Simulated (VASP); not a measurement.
VASP input:

### POSCAR
```
BeS
1
    3.2370414041     0.0000000563     0.0000000000
   -1.6185201050     2.8033594013    -0.0000000000
    0.0000000000     0.0000000000     2.9085053869
Be S
1 1
Direct
  1.0000000000   0.0000000000   0.0000000000
  0.6666670000   0.3333330000   0.5000000000
```

### KPOINTS
```
Automatic mesh
0
Gamma
12 12 11
0 0 0
```

**INCAR**
```
EDIFF = 1E-6   ! SCF stop (eV)
EDIFFG = -0.01   ! ionic stop
PREC = Accurate
LCHARG = .FALSE.
NSW = 60   ! most ionic steps
IBRION = 2   ! conjugate gradients
ISMEAR = 1
LMIXTAU = .TRUE.
SYSTEM = BeS
ALGO = Normal   ! blocked Davidson
LASPH = .TRUE.   ! aspherical one-centre terms
LWAVE = .FALSE.
METAGGA = R2SCAN
LREAL = .FALSE.
ENCUT = 400   ! plane-wave cut-off (eV)
NELM = 100
SIGMA = 0.1   ! width (eV)
ISIF = 3
```

POTCAR, in this order: Be S (PBE.64 set). Program: vasp_std.

Task: Write an equivalent input for Ansatz.

Result: One equivalent input (not run):
Ansatz 0.2 input:
```yaml
crystal:
  lattice:
    - [3.2370414, 0.0000001, 0.0000000]
    - [-1.6185201, 2.8033594, 0.0000000]
    - [0.0000000, 0.0000000, 2.9085054]
  atoms:
    - { symbol: Be, position: [1.0000000, 0.0000000, 0.0000000] }
    - { symbol: S, position: [0.6666670, 0.3333330, 0.5000000] }
kpoints:
  mp_grid: { grid: [12, 12, 11] }
hamiltonian:
  xc: r2scan
  pseudopotentials: { kind: paw }
scf:
  occupations: { method: methfessel_paxton, width: 0.1 }
  max_iter: 100
relax:
  max_steps: 60
  f_tol: 0.01
  cell: {}
output: { forces: true, stress: true, eigenvalues: true }
```
What does not carry over: each code has its own PAW files, so the cut-off isn't converted (ENCUT is set for VASP's; basis.ecutwfc is left out, and Ansatz then takes the one that its files recommend); Ansatz stops its SCF on the density residual and VASP on the energy change (EDIFF).

The structure was generated: BeS was put into the WC type (P-6m2), which need not be its known phase. This run relaxes it. Symmetry was kept, so distortions that lower it aren't found. The start is the result of an earlier pass.
